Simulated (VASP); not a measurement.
Li2IF, 4 atoms in the cell. The structure is orthorhombic, space group Cmmm (No. 65). The conventional cell has a = 5.425 Å, b = 5.573 Å, c = 5.178 Å, α = 90.00°, β = 90.00°, γ = 90.00°. Around F (site symmetry mmm) lie 6 Li at 2.59 to 2.79 Å. Around Li (site symmetry mmm) lie 2 F at 2.59 Å and 4 I at 2.71 to 2.79 Å. Li (site symmetry mmm) is surrounded by 2 I at 2.59 Å and 4 F at 2.71 to 2.79 Å. I (site symmetry mmm) has 6 Li at 2.59 to 2.79 Å as nearest neighbours. The cell was built by a generator and needn't be a form met in nature. The cell isn't the ideal one: shear_xy strain +2.7%.

* Program: VASP 6.6.1
* Task: single point
* Functional: PBE
* Potentials or basis: VASP PAW PBE potentials, release 64 (F, Li_sv, I)
* Cutoff: 520 eV
* k mesh: 6 × 6 × 6
* Occupations: fermi-dirac, width 0.02 eV
* Spin: no spin polarisation
* Dipole correction: no
* Further INCAR settings: ALGO = Fast; EDIFF = 1e-06; NBANDS = 18

Potentials or basis: VASP PAW PBE potentials, release 64 (F, Li_sv, I).

The run is started by

```bash
$ cat potpaw_PBE.64/F/POTCAR potpaw_PBE.64/Li_sv/POTCAR potpaw_PBE.64/I/POTCAR > POTCAR
$ mpirun -np 1 vasp_std > vasp.out
```

Hardware: 1 thread of Intel(R) Xeon(R) Platinum 8488C (Sapphire Rapids), with other jobs on the host.

Problem. How long does it take, and how much memory?

Solution. Wall time 80 s on 1 thread of Intel(R) Xeon(R) Platinum 8488C (Sapphire Rapids), with other jobs on the host, peak memory 0.22 GiB. Counts: scf iterations 18, k points 52.
